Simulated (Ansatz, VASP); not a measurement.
# NaB: VASP beside Ansatz, part 2 of 2

Wanted: the spread between two codes on one cell, functional and k mesh. Of the first pair: The cell is taken from a series of runs on this material, whose earlier steps may have relaxed, scaled, displaced or heated it; both programs get it as it stands.

VASP 6.6.1 and Ansatz 0.2.0.

So far: The starting structure; VASP: zone-centre phonons, PBEsol; Ansatz: zone-centre phonons, PBEsol; Differences.

**5. VASP: relaxation of cell and atoms, PBEsol, pair 2**

Level of this step: PBEsol; plane waves and PAW (Na_pv, B) (VASP).

The relaxed volume is the usual yardstick between codes: in a stiff, nearly cubic crystal its relative difference is about their pressure difference at one cell divided by the bulk modulus. This pair takes another cell of the material, with 4 atoms against 2 for the pair before.

INCAR reads:

```
SYSTEM = NaB
PREC = Accurate
ENCUT = 500
EDIFF = 1E-07
NELM = 120
ISMEAR = 1
SIGMA = 0.15
LREAL = .FALSE.
ALGO = Normal
GGA = PS
NBANDS = 16
LORBIT = 11
LWAVE = .FALSE.
LCHARG = .FALSE.
ISIF = 3
IBRION = 2
NSW = 80
EDIFFG = -0.005
LASPH = .TRUE.
GGA_COMPAT = .FALSE.
NELMIN = 4
KPAR = 2
```

POSCAR reads:

```
NaB
1.0
    0.0000000000     -1.9359096487     -1.9359096487
    0.0000000000      1.9359096487     -1.9359096487
    7.7649165518      0.0000000000      0.0000000000
Na B
2 2
Direct
    0.5000000000      0.5000000000      0.5568194873
    0.0000000000      0.0000000000      0.9431806070
    0.5000000000      0.5000000000      0.2351284627
    0.0000000000      0.0000000000      0.2648716316
```

KPOINTS reads:

```
Automatic mesh
0
Gamma
10 10 8
0 0 0
```

The projector-augmented-wave data sets are Na_pv and B (PBE family, release 64).

The run is started by

```
$ mpirun -np 2 vasp_std
```

Numbers of over 12 decimals in the logs are rounded to 6 here.

The log of the run:

```text
[banner, memory and clock lines left out]
running    2 mpi-ranks, on    1 nodes
[...]
[... a notice as in an earlier step ...]

 LDA part: xc-table for (Slater+PW92), standard interpolation
 POSCAR, INCAR and KPOINTS ok, starting setup
[...]
entering main loop
       N       E                     dE             d eps       ncg     rms          rms(c)
DAV:   1     0.132420761319E+03    0.13242E+03   -0.95500E+03  3360   0.138E+03
DAV:   2    -0.730318382545E+01   -0.13972E+03   -0.13624E+03  3720   0.343E+02
DAV:   3    -0.148645896800E+02   -0.75614E+01   -0.74524E+01  4424   0.808E+01
DAV:   4    -0.149550638641E+02   -0.90474E-01   -0.90436E-01  3936   0.972E+00
[...]
DAV:  11    -0.131939689636E+02    0.21961E-05   -0.10474E-05  3960   0.179E-02    0.341E-03
DAV:  12    -0.131939686423E+02    0.32123E-06   -0.63668E-06  4376   0.946E-03    0.903E-04
DAV:  13    -0.131939685817E+02    0.60608E-07   -0.41753E-07  3448   0.290E-03
   1 F= -.13193969E+02 E0= -.13195388E+02  d E =-.131940E+02
[... from here on, the cycles between the ionic steps are left out ...]
   2 F= -.13196838E+02 E0= -.13198157E+02  d E =-.286987E-02
   3 F= -.13197399E+02 E0= -.13198453E+02  d E =-.343056E-02
   4 F= -.13198281E+02 E0= -.13199392E+02  d E =-.881431E-03
   5 F= -.13198863E+02 E0= -.13200002E+02  d E =-.146378E-02
   6 F= -.13199175E+02 E0= -.13200268E+02  d E =-.312409E-03
   7 F= -.13199190E+02 E0= -.13200269E+02  d E =-.326656E-03
   8 F= -.13199360E+02 E0= -.13200452E+02  d E =-.170628E-03
   9 F= -.13199425E+02 E0= -.13200531E+02  d E =-.235397E-03
  10 F= -.13199426E+02 E0= -.13200533E+02  d E =-.236088E-03
  11 F= -.13199433E+02 E0= -.13200578E+02  d E =-.764012E-05
 trial-energy change:   -0.000008  1 .order   -0.000008   -0.000029    0.000014
 step:   1.3208(harm=  1.3208)  dis= 0.00085  next Energy=   -13.199436 (dE=-0.993E-05)
 reached required accuracy - stopping structural energy minimisation
```

From OUTCAR (step 5):

```text
  Total        0.0140383      0.0044527      0.0044527      0.0000000      0.0000000     -0.0000000
  in kB        0.3792763      0.1202997      0.1202997      0.0000000      0.0000000     -0.0000000
  external PRESSURE =       0.2066252 kB  Pullay stress =       0.0000000 kB

 POSITION                                       TOTAL-FORCE (eV/Angst)
 -----------------------------------------------------------------------------------
      4.38186     -0.00000     -1.93587         0.002229     -0.000000     -0.000000
      7.48617     -1.93587     -1.93587        -0.002229      0.000000      0.000000
      1.86565     -0.00000     -1.93587        -0.000500      0.000000      0.000000
      2.09036     -0.00000     -0.00000         0.000500     -0.000000     -0.000000
 -----------------------------------------------------------------------------------
    total drift:                                0.000000     -0.000000      0.000000

  FREE ENERGIE OF THE ION-ELECTRON SYSTEM (eV)
  ---------------------------------------------------
  free  energy   TOTEN  =       -13.1994333047 eV

  energy  without entropy=      -13.2028659805  energy(sigma->0) =      -13.20057753

 reached required accuracy - stopping structural energy minimisation

[... 3 further parts left out ...]
[key lines of the parts left out:]
E-fermi :   3.1134
```

The run keeps the 16 symmetry operations of its start, so it cannot find a distortion of lower symmetry.

**6. Ansatz: relaxation of cell and atoms, PBEsol, pair 2**

Its own start cell and the same functional, mesh and smearing now go to Ansatz, which takes its cutoff from its data sets.

The two relaxations start from unlike cells of this crystal, so only their ends are compared.

input.yaml reads:

```yaml
crystal:
  lattice:
    - [0.0, -2.6524525913, -2.6524525913]
    - [0.0, 2.6524525913, -2.6524525913]
    - [5.3049051826, 0.0, 0.0]
  atoms:
    - { symbol: Na, position: [0.5, 0.5, 0.5529380461] }
    - { symbol: Na, position: [0.0, 0.0, -0.0529380461] }
    - { symbol: B, position: [0.5, 0.5, 0.1131028698] }
    - { symbol: B, position: [0.0, 0.0, 0.3868971302] }
kpoints:
  mp_grid: { grid: [10, 10, 8] }
hamiltonian:
  xc: pbesol
scf:
  occupations: { method: methfessel_paxton, width: 0.15 }
output:
  forces: true
  stress: true
  eigenvalues: true
relax:
  adjacent_minimum: "off"
  f_tol: 0.002
  max_steps: 120
  cell: { stress_tol: 0.03 }
```

The run is started by

```
$ ansatz run input.yaml --threads 4 --pin off --max-ram 7168MiB --backend cpu --events-out ev --progress --plain --runs-dir out
```

The log of the run:

```text
[...]
Crystal: 4 atoms, lattice volume = 74.645 Å³
Basis set: ecut = 420 eV, 1465 PW (Γ), exchange–correlation on 54×54×72 points (8 copies of the dense FFT grid, shifted against one another)
Bands: 16, of which v1, the nominal top of the filled ones, is band 12 counted from 1 (11 counted from 0)
Symmetry: 16 space group operations
[...]
k-points: 105 of 800
[...]
F+E_penalty+E_count = -3253.39827426 eV   max|allowed force component| = 5.031e-4 eV/Å   (the final SCF, on the basis selected at the relaxed cell)
  cell:  # Å, volume = 59.2331 Å³
    - [0, -1.935096, -1.935096]
    - [0, 1.935096, -1.935096]
    - [7.909140, 0, 0.0]
  atoms:
    - { symbol: Na, position: [0.500000, 0.500000, 0.553657] }
    - { symbol: Na, position: [0, 0, -0.053657] }
    - { symbol: B, position: [0.500000, 0.500000, 0.235779] }
    - { symbol: B, position: [0, 0, 0.264221] }
[key lines of the parts left out:]
SCF converged after 6 iterations
Free energy (F): -3253.398274 eV
Fermi energy:    5.658036 eV
P = ⅓ Tr σ = 0.0108 GPa (0.108 kbar)
```

**7. Differences**

What differs besides the data sets and the points named for the pairs above, as far as they apply: the data sets hold 24 valence electrons in Ansatz (on its default PAW (the set named soft_2) files) and 20 in VASP; Ansatz adds a Pulay correction to the stress that steers its cell, VASP none. Total energies have different zeros and are not compared.

Compared:

| quantity | Ansatz | VASP | difference |
| --- | --- | --- | --- |
| volume (Å³) | 59.23 | 59.30 | -0.12 % |
| edge a after relaxation, in the typed setting (Å) | 2.737 | 2.738 | -0.04 % |
| edge c after relaxation, in the typed setting (Å) | 7.909 | 7.912 | -0.04 % |

**8. Ansatz: relaxation of cell and atoms, PBEsol, pair 3**

The relaxed volume is the usual yardstick between codes: in a stiff, nearly cubic crystal its relative difference is about their pressure difference at one cell divided by the bulk modulus. This pair takes another cell of the material, with 8 atoms against 4 for the pair before.

The two relaxations start from unlike cells of this crystal, so only their ends are compared.

input.yaml, the sections that differ from step 6:

```yaml
crystal:
  lattice:
    - [0.0, 0.0, -5.3049051826]
    - [5.3049051826, 0.0, 0.0]
    - [2.6524525913, -5.3049051826, -2.6524525913]
  atoms:
    - { symbol: Na, position: [0.7948604595, 0.2948604595, 0.5] }
    - { symbol: Na, position: [0.2051395405, 0.7051395405, 0.5] }
    - { symbol: Na, position: [0.4551395405, 0.5448604595, 0.0] }
    - { symbol: Na, position: [0.0448604595, -0.0448604595, 0.0] }
    - { symbol: B, position: [0.5799758062, 0.0799758062, 0.0] }
    - { symbol: B, position: [-0.0799758062, 0.4200241938, 0.0] }
    - { symbol: B, position: [0.3299758062, 0.1700241938, 0.5] }
    - { symbol: B, position: [0.6700241938, 0.8299758062, 0.5] }
kpoints:
  mp_grid: { grid: [8, 8, 8] }
# hamiltonian, scf, output, relax: as in step 6
```

The log of the run:

```text
[...]
Crystal: 8 atoms, lattice volume = 149.291 Å³
Basis set: ecut = 420 eV, 2913 PW (Γ), exchange–correlation on 72×72×90 points (8 copies of the dense FFT grid, shifted against one another)
Bands: 32, of which v1, the nominal top of the filled ones, is band 24 counted from 1 (23 counted from 0)
Symmetry: 8 space group operations
[...]
k-points: 59 of 512 (time reversal used)
[...]
atoms:
    - { symbol: Na, position: [0.786012, 0.286012, 0.556911] }
    - { symbol: Na, position: [0.157077, 0.657077, 0.556911] }
    - { symbol: Na, position: [0.463988, 0.592923, -0.056911] }
    - { symbol: Na, position: [0.092923, -0.036012, -0.056911] }
    - { symbol: B, position: [0.594022, 0.094022, 0.100409] }
    - { symbol: B, position: [-0.194431, 0.305569, 0.100409] }
    - { symbol: B, position: [0.444431, 0.155978, 0.399591] }
    - { symbol: B, position: [0.655978, 0.944431, 0.399591] }
[key lines of the parts left out:]
SCF converged after 6 iterations
Free energy (F): -6507.375014 eV
Fermi energy:    3.330308 eV
P = ⅓ Tr σ = 0.0120 GPa (0.120 kbar)
```

**9. VASP: relaxation of cell and atoms, PBEsol, pair 3**

Its own start cell and the same functional, mesh and smearing now go to VASP, with its own data sets.

Changes to INCAR since step 5:

```diff
@@ -10,3 +10,3 @@
 GGA = PS
-NBANDS = 16
+NBANDS = 28
 LORBIT = 11
```

POSCAR reads:

```
NaB
1.0
    0.0000000000      0.0000000452     -5.3377125486
    5.3377125486      0.0000000452      0.0000000000
    2.6688567237     -4.8948853265     -2.6688567237
Na B
4 4
Direct
    0.7860009367      0.2860008425      0.5569918286
    0.1570072345      0.6570073288      0.5569918288
    0.4639990633      0.5929926712      0.9430082656
    0.0929925770      0.9639991575      0.9430082656
    0.5942553015      0.0942552073      0.1001099675
    0.8056348236      0.3056349179      0.1001099688
    0.4443651760      0.1557447930      0.3998901261
    0.6557446988      0.9443650817      0.3998901261
```

KPOINTS reads:

```
Automatic mesh
0
Gamma
8 8 8
0 0 0
```

The run is started by

```
$ mpirun -np 2 vasp_std
```

The log of the run:

```text
[banner, memory and clock lines left out]
running    2 mpi-ranks, on    1 nodes
[...]
[... a notice as in an earlier step ...]

 LDA part: xc-table for (Slater+PW92), standard interpolation
 POSCAR, INCAR and KPOINTS ok, starting setup
[...]
entering main loop
       N       E                     dE             d eps       ncg     rms          rms(c)
DAV:   1     0.347331170043E+03    0.34733E+03   -0.19112E+04  3304   0.155E+03
DAV:   2     0.355665882327E+00   -0.34698E+03   -0.33893E+03  3324   0.403E+02
DAV:   3    -0.308293714380E+02   -0.31185E+02   -0.30752E+02  4160   0.132E+02
DAV:   4    -0.317948724549E+02   -0.96550E+00   -0.95772E+00  3800   0.217E+01
[...]
DAV:  14    -0.269665102513E+02    0.32706E-06   -0.21784E-06  3264   0.707E-03    0.168E-03
DAV:  15    -0.269665102147E+02    0.36621E-07   -0.10740E-06  3280   0.336E-03    0.662E-04
DAV:  16    -0.269665101793E+02    0.35441E-07   -0.10279E-07  2688   0.148E-03
   1 F= -.26966510E+02 E0= -.26960915E+02  d E =-.269665E+02
[... from here on, the cycles between the ionic steps are left out ...]
   2 F= -.26966528E+02 E0= -.26960928E+02  d E =-.178794E-04
   3 F= -.26966528E+02 E0= -.26960927E+02  d E =-.181670E-04
   4 F= -.26966539E+02 E0= -.26960930E+02  d E =-.106684E-04
   5 F= -.26966561E+02 E0= -.26960929E+02  d E =-.326041E-04
   6 F= -.26966560E+02 E0= -.26960884E+02  d E =-.313032E-04
   7 F= -.26966568E+02 E0= -.26960914E+02  d E =-.394087E-04
   8 F= -.26966574E+02 E0= -.26960915E+02  d E =-.627626E-05
 trial-energy change:   -0.000006  1 .order   -0.000006   -0.000009   -0.000003
 step:   0.7503(harm=  0.8398)  dis= 0.00013  next Energy=   -26.966574 (dE=-0.659E-05)
 reached required accuracy - stopping structural energy minimisation
```

Parts of OUTCAR (step 9):

```text
  Total       -0.0081251      0.0098688     -0.0081251     -0.0000000      0.0000000     -0.0000000
  in kB       -0.0935332      0.1136058     -0.0935332     -0.0000000      0.0000000     -0.0000000
  external PRESSURE =      -0.0244869 kB  Pullay stress =       0.0000000 kB

 POSITION                                       TOTAL-FORCE (eV/Angst)
 -----------------------------------------------------------------------------------
      3.00928     -2.72720     -5.67475         0.002736     -0.001252     -0.002736
      4.98713     -2.72720     -2.32166        -0.002736     -0.001252      0.002736
      5.67475     -4.61893     -4.98713         0.002736      0.001252      0.002736
      7.65260     -4.61893     -3.00928        -0.002736      0.001252     -0.002736
      0.76853     -0.49076     -3.43400         0.001225     -0.002689     -0.001225
      1.89694     -0.49076     -4.56241        -0.001225     -0.002689      0.001225
      1.89694     -1.95795     -3.43400        -0.001225      0.002689     -0.001225
      6.09947     -1.95795     -4.56241         0.001225      0.002689      0.001225
 -----------------------------------------------------------------------------------
    total drift:                                0.000412      0.000058      0.000329

  FREE ENERGIE OF THE ION-ELECTRON SYSTEM (eV)
  ---------------------------------------------------
  free  energy   TOTEN  =       -26.9665740312 eV

  energy  without entropy=      -26.9495983690  energy(sigma->0) =      -26.96091548

[... 1 part as in an earlier step ...]

[... 3 further parts left out ...]
[key lines of the parts left out:]
E-fermi :   1.1592
```

**10. Comparison**

What differs besides the data sets and the points named for the pairs above, as far as they apply: the data sets hold 48 valence electrons in Ansatz (on its default PAW (the set named soft_2) files) and 40 in VASP. Total energies have different zeros and are not compared.

The two programs side by side:

| quantity | Ansatz | VASP | difference |
| --- | --- | --- | --- |
| volume (Å³) | 138.96 | 139.18 | -0.16 % |
| edge a after relaxation, in the typed setting (Å) | 5.326 | 5.331 | -0.09 % |
| edge c after relaxation, in the typed setting (Å) | 6.179 | 6.180 | -0.02 % |

**11. Outcome**

```yaml
r_m_s_difference_of_the_optical_zone_centre_modes_each_program_s_sorted_by_frequency_zone_centre_phonons_pbesol: 0.48 cm⁻¹
difference_in_volume_relaxation_of_cell_and_atoms_pbesol_pair_2: -0.12 %
difference_in_volume_relaxation_of_cell_and_atoms_pbesol_pair_3: -0.16 %
```

**Reading.** The difference in volume is -0.16 % (relaxation of cell and atoms, PBEsol, pair 3), within the 1.2 % picked in this series as the mark of a large difference, as far as the stopping tolerances let one tell. The data sets hold unlike numbers of valence electrons (12 in Ansatz and 10 in VASP, 24 in Ansatz and 20 in VASP and 48 in Ansatz and 40 in VASP), so part of the differences comes from the potentials. Such differences can come from data sets, numerical settings and the points named under the comparisons, not from the functional's error against experiment.

[Lines on the potential files, build, host, timing and source positions are cut from VASP's logs without a mark.]

[Logs are printed without paths, hosts, clocks, repeated set-up lines and the standing remarks that a program may print on its own settings, such as how far it seeks lower states.]

[Hosts, paths, dates, database ids (printed as entryN), source tags and the programs' standing remarks are cut or masked in the printed files.]
